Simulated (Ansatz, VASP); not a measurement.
# Cross-check of Si4SnGe59 (Si0.068Ge0.916Sn0.016, diamond-type random alloy) between VASP and Ansatz

One calculation is typed for both programs; each brings its own data sets. How far apart do they land? The cell is invented: As first built, before any earlier steps moved the atoms (in the runner's words): 2x2x2 conventional cells of the Ge type (64 atoms: 4 Si, 59 Ge, 1 Sn); Ge/Si/Sn share their sites, one random draw; start lattice by linear mixing of the end members' cells; atoms moved at random by 0.02 A. It may not be a known or stable phase. The structure shown is the end of the Ansatz relaxation below.

Calculated with Ansatz 0.2.0; plane waves, with VASP 6.6.1 beside it; single point at PBE.

**1. The starting structure**

The cell holds 64 atoms: 4 Si, 59 Ge and 1 Sn. Cell: a = 11.502 Å, b = 11.504 Å, c = 11.503 Å, α = 90.0°, β = 90.0°, γ = 90.0°. It derives from Ge (Ge type, space group 227), repeated 2×2×2. As first built, before any earlier steps moved the atoms (in the runner's words): 2x2x2 conventional cells of the Ge type (64 atoms: 4 Si, 59 Ge, 1 Sn); Ge/Si/Sn share their sites, one random draw; start lattice by linear mixing of the end members' cells; atoms moved at random by 0.02 A.

**2. Ansatz: relaxation, PBE**

Ansatz runs on its default PAW (the set named soft_2) files.

This run makes the geometry at which the two programs are then compared.

Contents of input.yaml:

```yaml
crystal:
  lattice:
    - [11.31015, 0.0, 0.0]
    - [0.0, 11.31015, 0.0]
    - [0.0, 0.0, 11.31015]
  atoms:
    - { symbol: Si, position: [0.37511, 0.37283, 0.87513] }
    - { symbol: Si, position: [0.8774, 0.37226, 0.37652] }
    - { symbol: Si, position: [0.50021, 0.24887, 0.50354] }
    - { symbol: Si, position: [0.75135, 0.49788, 0.50013] }
    - { symbol: Ge, position: [0.00102, 0.99967, 0.25121] }
    - { symbol: Ge, position: [0.12488, 0.37618, 0.12754] }
    - { symbol: Ge, position: [0.99881, 0.25036, 0.99918] }
    - { symbol: Ge, position: [0.12523, 0.1229, 0.37398] }
    - { symbol: Ge, position: [0.24965, 0.00159, 0.00203] }
    - { symbol: Ge, position: [0.37266, 0.37359, 0.37614] }
    - { symbol: Ge, position: [0.24648, 0.24918, 0.24983] }
    - { symbol: Ge, position: [0.37722, 0.12622, 0.12442] }
    - { symbol: Ge, position: [0.99935, 0.99956, 0.75269] }
    - { symbol: Ge, position: [0.12424, 0.37446, 0.62562] }
    - { symbol: Ge, position: [0.99979, 0.24965, 0.49803] }
    - { symbol: Ge, position: [0.12498, 0.12422, 0.87706] }
    - { symbol: Ge, position: [0.25115, 0.99996, 0.50118] }
    - { symbol: Ge, position: [0.2494, 0.25186, 0.74999] }
    - { symbol: Ge, position: [0.37603, 0.12272, 0.62561] }
    - { symbol: Ge, position: [0.99701, 0.4964, 0.24946] }
    - { symbol: Ge, position: [0.12341, 0.87529, 0.12897] }
    - { symbol: Ge, position: [0.99853, 0.7489, 0.00036] }
    - { symbol: Ge, position: [0.12587, 0.62469, 0.37464] }
    - { symbol: Ge, position: [0.25124, 0.50092, 0.99817] }
    - { symbol: Ge, position: [0.37486, 0.87506, 0.37314] }
    - { symbol: Ge, position: [0.25046, 0.74848, 0.25172] }
    - { symbol: Ge, position: [0.37534, 0.62516, 0.12395] }
    - { symbol: Ge, position: [0.99979, 0.49647, 0.748] }
    - { symbol: Ge, position: [0.00064, 0.74624, 0.5015] }
    - { symbol: Ge, position: [0.12191, 0.62634, 0.8735] }
    - { symbol: Ge, position: [0.25138, 0.50023, 0.49728] }
    - { symbol: Ge, position: [0.37721, 0.87755, 0.87488] }
    - { symbol: Ge, position: [0.24952, 0.74972, 0.74828] }
    - { symbol: Ge, position: [0.37694, 0.62404, 0.62491] }
    - { symbol: Ge, position: [0.4986, 0.99889, 0.24774] }
    - { symbol: Ge, position: [0.62722, 0.37473, 0.12671] }
    - { symbol: Ge, position: [0.50002, 0.24877, 0.99942] }
    - { symbol: Ge, position: [0.62401, 0.12501, 0.37434] }
    - { symbol: Ge, position: [0.74947, 0.99756, 0.99857] }
    - { symbol: Ge, position: [0.75292, 0.24881, 0.24814] }
    - { symbol: Ge, position: [0.8756, 0.12749, 0.12243] }
    - { symbol: Ge, position: [0.49963, 0.99888, 0.74689] }
    - { symbol: Ge, position: [0.6263, 0.37496, 0.62513] }
    - { symbol: Ge, position: [0.62367, 0.1258, 0.87405] }
    - { symbol: Ge, position: [0.74975, 0.99804, 0.49785] }
    - { symbol: Ge, position: [0.87736, 0.3741, 0.87552] }
    - { symbol: Ge, position: [0.74994, 0.24922, 0.7491] }
    - { symbol: Ge, position: [0.87611, 0.12447, 0.62473] }
    - { symbol: Ge, position: [0.50004, 0.50208, 0.2512] }
    - { symbol: Ge, position: [0.62568, 0.874, 0.12256] }
    - { symbol: Ge, position: [0.50168, 0.75171, 0.99975] }
    - { symbol: Ge, position: [0.62596, 0.62638, 0.37647] }
    - { symbol: Ge, position: [0.75163, 0.49919, 0.00268] }
    - { symbol: Ge, position: [0.8728, 0.87652, 0.37587] }
    - { symbol: Ge, position: [0.75154, 0.75332, 0.25262] }
    - { symbol: Ge, position: [0.87297, 0.62201, 0.12644] }
    - { symbol: Ge, position: [0.49821, 0.49998, 0.75148] }
    - { symbol: Ge, position: [0.62209, 0.87127, 0.62546] }
    - { symbol: Ge, position: [0.50008, 0.74957, 0.50007] }
    - { symbol: Ge, position: [0.62348, 0.62232, 0.87471] }
    - { symbol: Ge, position: [0.87328, 0.87209, 0.87589] }
    - { symbol: Ge, position: [0.74989, 0.75072, 0.74825] }
    - { symbol: Ge, position: [0.87384, 0.62323, 0.62343] }
    - { symbol: Sn, position: [0.12535, 0.87362, 0.62563] }
kpoints:
  mp_grid: { grid: [2, 2, 2], shift: [0.5, 0.5, 0.5] }
hamiltonian:
  xc: pbe
scf:
  occupations: { method: fermi_dirac, width: 0.01 }
output:
  forces: true
  stress: true
relax:
  f_tol: 0.02
  max_steps: 45
  cell: { stress_tol: 0.1 }
```

Run with:

```
$ ansatz run input.yaml --threads 32 --pin off --max-ram 143360MiB --backend cuda --events-out ev --progress --plain --runs-dir out
```

Numbers of over 12 decimals in the logs are rounded to 6 here.

The log of the run:

```text
Engine: ansatz 0.2.0, aarch64-unknown-linux-gnu
Pseudopotentials: kind: paw
Pseudopotential: Si, paw, valence charge 4, recommended cutoff 420 eV (normal), Si.paw.azcp
Pseudopotential: Ge, paw, valence charge 14, recommended cutoff 420 eV (normal), Ge.paw.azcp
Pseudopotential: Sn, paw, valence charge 14, recommended cutoff 420 eV (normal), Sn.paw.azcp
device memory: the entry about to start is reckoned to put 20.0 GiB on a device that reports 182.5 GiB free
GPU FFT provider: cuFFT
GPU libraries: cuBLAS 13.8.1, cuFFT 12.4.0, cuSOLVER 12.3.2
GPU matrix products: emulated (plane waves: as basis.precision tells), large ones in fixed point in workspaces of 1.00 GiB
Crystal: 64 atoms, lattice volume = 1446.789 Å³
Basis set: ecut = 420 eV, 28353 PW (Γ), exchange–correlation on 160×160×160 points (8 copies of the dense FFT grid, shifted against one another)
Bands: 514, of which v1, the nominal top of the filled ones, is band 428 counted from 1 (427 counted from 0)
k-points: 4 of 8 (time reversal used)
GPU buffer pool allocated for 512000 grid points (all kernels)
GPU transforms: local potential and band sums: pruned to the plane-wave sphere, on 75×75×75
relax step   1: F+E_penalty+E_count = -261969.02445488 eV  Δ(F+E_penalty+E_count) = +0.000e0 eV  max|allowed force component| = 1.369e0 eV/Å  Δτ_max = 0.0000 Å  P = +3.696 GPa  Ω = 1446.789 Å³  (9 SCF iters, dr2 threshold 1.00e-7 eV, accepted)
[...]
relax step   2: F+E_penalty+E_count = -261970.56490371 eV  Δ(F+E_penalty+E_count) = -1.540e0 eV  max|allowed force component| = 3.132e-1 eV/Å  Δτ_max = 0.1945 Å  P = +0.211 GPa  Ω = 1516.814 Å³  energy of the carried Pulay correction = -1.109e-2 eV  (8 SCF iters, dr2 threshold 6.40e-6 eV, accepted)
[...]
relax step   3: F+E_penalty+E_count = -261970.64954490 eV  Δ(F+E_penalty+E_count) = -8.464e-2 eV  max|allowed force component| = 1.455e-1 eV/Å  Δτ_max = 0.0815 Å  P = +0.024 GPa  Ω = 1521.762 Å³  energy of the carried Pulay correction = -1.186e-2 eV  (6 SCF iters, dr2 threshold 6.13e-6 eV, accepted)
[...]
relax step   4: F+E_penalty+E_count = -261970.66410352 eV  Δ(F+E_penalty+E_count) = -1.456e-2 eV  max|allowed force component| = 1.089e-2 eV/Å  Δτ_max = 0.0256 Å  P = +0.002 GPa  Ω = 1522.056 Å³  energy of the carried Pulay correction = -1.190e-2 eV  (6 SCF iters, dr2 threshold 1.32e-6 eV, accepted)
[...]
relax step   5: F+E_penalty+E_count = -261970.67603201 eV  Δ(F+E_penalty+E_count) = -1.193e-2 eV  max|allowed force component| = 1.090e-2 eV/Å  Δτ_max = 0.0000 Å  P = +0.008 GPa  Ω = 1522.056 Å³  stress off target by 2.71e-2 GPa  SCF on the basis re-selected at this cell (its energy is not comparable with the rows above)  (9 SCF iters)
basis re-selected at this cell: Δ(F+E_penalty+E_count) = -1.193e-2 eV, ΔP = +0.006 GPa vs the last step (what re-selecting the basis moved, of the pressure what is left beyond the Pulay correction that the steps carried, after the strain that the cell walked since its last selection, with what the two solves' SCF thresholds leave and, on support functions, any second-order correction that the steps lacked; it is no m [...]
SCF converged after 9 iterations
Free energy (F): -261970.676032 eV
Internal energy: -261970.676032 eV  (E = F + TS)
E sigma→0 (E₀):  -261970.676032 eV
Fermi energy:    7.772502 eV
--- Forces (eV/Å), atoms counted from 1 ---
  max |Σ_I F_I| component: 1.70e-6 eV/Å
--- Stress (GPa, compression-positive) ---
        0.008661      -0.018375       0.004519
       -0.018375       0.008080       0.000538
        0.004519       0.000538       0.006675
  P = ⅓ Tr σ = 0.0078 GPa (0.078 kbar)
--- Band table (eV) ---
--- Relaxed structure (4 steps of the walk, 4 accepted, 1 SCFs on fresh bases) ---
  F+E_penalty+E_count = -261970.67603201 eV   max|allowed force component| = 1.090e-2 eV/Å   (the final SCF, on the basis selected at the relaxed cell)
  cell:  # Å, volume = 1522.0563 Å³
    - [11.502412, 0.00303946, -0.000341519]
    - [0.00303946, 11.503673, -0.000355118]
    - [-0.000341519, -0.000355118, 11.502846]
  atoms:
    [... one line an atom ...]
```

**3. VASP: single point, PBE**

The same cell, functional, mesh and smearing now go to VASP, with its own data sets.

Lines of VASP's logs that name or quote its potential files are left out, and so is its time.

Contents of INCAR:

```
SYSTEM = Si4SnGe59
PREC = Accurate
ENCUT = 410
EDIFF = 1E-06
NELM = 120
ISMEAR = -1
SIGMA = 0.01
LREAL = Auto
ALGO = Normal
GGA = PE
NBANDS = 496
LORBIT = 11
LWAVE = .FALSE.
LCHARG = .FALSE.
ISIF = 2
ISYM = 0
LASPH = .TRUE.
GGA_COMPAT = .FALSE.
EFERMI = MIDGAP
KPAR = 4
```

Contents of POSCAR:

```
Si4SnGe59
1.0
   11.5024120000      0.0030390000     -0.0003420000
    0.0030390000     11.5036730000     -0.0003550000
   -0.0003420000     -0.0003550000     11.5028460000
Si Ge Sn
4 59 1
Direct
    0.3753700000      0.3742300000      0.8746400000
    0.8725200000      0.3765400000      0.3772500000
    0.5018000000      0.2511500000      0.5000300000
    0.7502200000      0.4954000000      0.4979000000
    0.0000800000      0.9994500000      0.2500900000
    0.1249500000      0.3744900000      0.1257800000
    0.9999100000      0.2505000000      0.0012100000
    0.1242500000      0.1274900000      0.3730900000
    0.2498700000      0.9994500000      0.0000600000
    0.3774100000      0.3722200000      0.3773700000
    0.2506800000      0.2505400000      0.2497400000
    0.3749400000      0.1252300000      0.1242400000
    0.9938600000      0.0065800000      0.7560800000
    0.1249700000      0.3745600000      0.6251000000
    0.9973000000      0.2525500000      0.4983000000
    0.1256500000      0.1271100000      0.8766400000
    0.2567700000      0.0073400000      0.4939800000
    0.2525700000      0.2518800000      0.7512700000
    0.3797200000      0.1298300000      0.6230000000
    0.9971600000      0.4960600000      0.2518000000
    0.1249500000      0.8743900000      0.1249900000
    0.0003700000      0.7487200000      0.0003100000
    0.1243200000      0.6214800000      0.3730800000
    0.2520800000      0.4959500000      0.9990600000
    0.3771900000      0.8743300000      0.3731600000
    0.2496100000      0.7487100000      0.2497600000
    0.3754200000      0.6233300000      0.1250400000
    0.9993900000      0.4994100000      0.7492400000
    0.9928900000      0.7423200000      0.4937500000
    0.1256600000      0.6217800000      0.8765600000
    0.2505100000      0.4987500000      0.5001900000
    0.3769500000      0.8746000000      0.8766100000
    0.2564400000      0.7430900000      0.7563500000
    0.3769900000      0.6217200000      0.6259000000
    0.5011100000      0.0008500000      0.2494400000
    0.6249700000      0.3745000000      0.1250500000
    0.4980000000      0.2517000000      0.9979900000
    0.6232700000      0.1274600000      0.3772900000
    0.7486100000      0.0001900000      0.0014100000
    0.7511100000      0.2523900000      0.2534500000
    0.8745200000      0.1256100000      0.1265000000
    0.4999900000      0.0001200000      0.7492100000
    0.6250300000      0.3743900000      0.6202500000
    0.6242700000      0.1255000000      0.8745600000
    0.7492600000      0.0000400000      0.5001400000
    0.8746500000      0.3745800000      0.8746900000
    0.7482400000      0.2511800000      0.7487400000
    0.8729200000      0.1271300000      0.6246700000
    0.5006500000      0.4987400000      0.2513300000
    0.6249900000      0.8745600000      0.1257700000
    0.5011200000      0.7494200000      0.0011200000
    0.6279000000      0.6213200000      0.3770800000
    0.7498800000      0.4995400000      0.0000900000
    0.8727500000      0.8745300000      0.3731300000
    0.7490300000      0.7487400000      0.2497600000
    0.8749600000      0.6237300000      0.1255800000
    0.4996000000      0.4952900000      0.7507400000
    0.6250100000      0.8743700000      0.6250700000
    0.5011600000      0.7480500000      0.5005100000
    0.6243100000      0.6233300000      0.8745900000
    0.8730300000      0.8743400000      0.8765800000
    0.7496300000      0.7479800000      0.7489100000
    0.8703600000      0.6189700000      0.6216300000
    0.1250400000      0.8744900000      0.6248600000
```

Contents of KPOINTS:

```
Points of the shifted mesh
8
Reciprocal
 0.2500000000  0.2500000000  0.2500000000 1
 0.2500000000  0.2500000000  0.7500000000 1
 0.2500000000  0.7500000000  0.2500000000 1
 0.2500000000  0.7500000000  0.7500000000 1
 0.7500000000  0.2500000000  0.2500000000 1
 0.7500000000  0.2500000000  0.7500000000 1
 0.7500000000  0.7500000000  0.2500000000 1
 0.7500000000  0.7500000000  0.7500000000 1
```

PAW data sets: Si, Ge_d and Sn_d (PBE family, release 64).

Run with:

```
$ mpirun -np 8 vasp_std
```

The log of the run:

```text
[banner, memory and clock lines left out]
running    8 mpi-ranks, on    1 nodes
[...]
|                                                                             |
|           W    W    AA    RRRRR   N    N  II  N    N   GGGG   !!!           |
|           W    W   A  A   R    R  NN   N  II  NN   N  G    G  !!!           |
|           W    W  A    A  R    R  N N  N  II  N N  N  G       !!!           |
|           W WW W  AAAAAA  RRRRR   N  N N  II  N  N N  G  GGG   !            |
|           WW  WW  A    A  R   R   N   NN  II  N   NN  G    G                |
|           W    W  A    A  R    R  N    N  II  N    N   GGGG   !!!           |
|                                                                             |
|     For optimal performance we recommend to set                             |
|       NCORE = 2 up to number-of-cores-per-socket                            |
|     NCORE specifies how many cores store one orbital (NPAR=cpu/NCORE).      |
|     This setting can greatly improve the performance of VASP for DFT.       |
|     The default, NCORE=1 might be grossly inefficient on modern             |
|     multi-core architectures or massively parallel machines. Do your        |
|     Unfortunately you need to use the default for GW and RPA                |
|     calculations (for HF NCORE is supported but not extensively tested      |
|     yet).                                                                   |
|                                                                             |

 LDA part: xc-table for (Slater+PW92), standard interpolation
 POSCAR, INCAR and KPOINTS ok, starting setup
[...]
entering main loop
       N       E                     dE             d eps       ncg     rms          rms(c)
DAV:   1     0.143570174909E+05    0.14357E+05   -0.28857E+05  8304   0.409E+03
DAV:   2     0.305012014769E+04   -0.11307E+05   -0.11014E+05  7936   0.979E+02
DAV:   3     0.203331641360E+03   -0.28468E+04   -0.27113E+04  8120   0.282E+02
DAV:   4    -0.258872775656E+03   -0.46220E+03   -0.43716E+03  8896   0.113E+02
[...]
DAV:  15    -0.291326642968E+03   -0.98891E-05   -0.88301E-05  9624   0.383E-02    0.456E-03
DAV:  16    -0.291326645118E+03   -0.21494E-05   -0.22692E-05  7400   0.457E-02    0.267E-03
DAV:  17    -0.291326645795E+03   -0.67754E-06   -0.19914E-06  4744   0.192E-02
   1 F= -.29132665E+03 E0= -.29132665E+03  d E =-.919325E-11
```

From OUTCAR (step 3):

```text
  Total       -3.4451018     -3.4565410     -3.4676974     -0.1760342      0.0103933      0.0329963
  in kB       -3.6264519     -3.6384933     -3.6502369     -0.1853007      0.0109404      0.0347332
  external PRESSURE =      -3.6383940 kB  Pullay stress =       0.0000000 kB

 POSITION                                       TOTAL-FORCE (eV/Angst)
 -----------------------------------------------------------------------------------
      4.31850      4.30585     10.06059         0.001871     -0.002132      0.005031
     10.03710      4.33411      4.33902         0.000098     -0.005969     -0.001382
      5.77250      2.89049      5.75151        -0.004997     -0.001162     -0.002238
      8.63067      5.70102      5.72683         0.000164      0.005535     -0.001694
      0.00387     11.49726      2.87639        -0.007524      0.001081     -0.000546
      1.43832      4.30835      1.44665         0.000756     -0.005710      0.002454
     11.50214      2.88471      0.01349         0.007476      0.004981      0.001550
      1.42943      1.46685      4.29151         0.003126      0.004052      0.003335
      2.87714     11.49811      0.00025        -0.000035     -0.003403     -0.002813
      4.34213      4.28291      4.34057         0.005099     -0.000477      0.002163
      2.88410      2.88280      2.87255        -0.003882      0.001955     -0.004600
      4.31305      1.44170      1.42894        -0.002393     -0.000465      0.001229
     11.43155      0.07845      8.69673         0.006302     -0.005549     -0.010818
      1.43838      4.30897      7.19025        -0.000415     -0.003115     -0.002641
[...]
-----------------------------------------------------------------------------------
    total drift:                               -0.006225     -0.016899      0.008557

  FREE ENERGIE OF THE ION-ELECTRON SYSTEM (eV)
  ---------------------------------------------------
  free  energy   TOTEN  =      -291.3266457952 eV

  energy  without entropy=     -291.3266457952  energy(sigma->0) =     -291.32664580

[... 2 further parts left out ...]
```

The run ends at a pressure of -0.36 GPa, with forces up to 0.014 eV/Å.

**4. Differences**

Known differences besides the potentials themselves: the cutoff is 420 eV in Ansatz and 410 eV in VASP (PREC = Accurate, projectors in real space). Total energies have different zeros and are not compared.

Compared:

```csv
quantity,Ansatz,VASP,difference
gap on the k mesh (eV),0.506,0.509,-0.003
```

A gap on the mesh is an upper bound, since the band edges may lie between its points.

**5. Results**

| Property | Result |
| --- | --- |
| difference in gap on the k mesh (single point, PBE) | -0.0029 eV |

The difference in gap on the k mesh is -0.0029 eV (single point, PBE), within the 0.08 eV picked in this series as the mark of a large difference. Such differences can come from data sets, numerical settings and the points named under the comparisons, not from the functional's error against experiment.

[Lines on the potential files, build, host, timing and source positions are cut from VASP's logs without a mark.]

[Logs are printed without paths, hosts, clocks, repeated set-up lines and the standing remarks that a program may print on its own settings, such as how far it seeks lower states.]

[Hosts, paths, dates, database ids (printed as entryN), source tags and the programs' standing remarks are cut or masked in the printed files.]
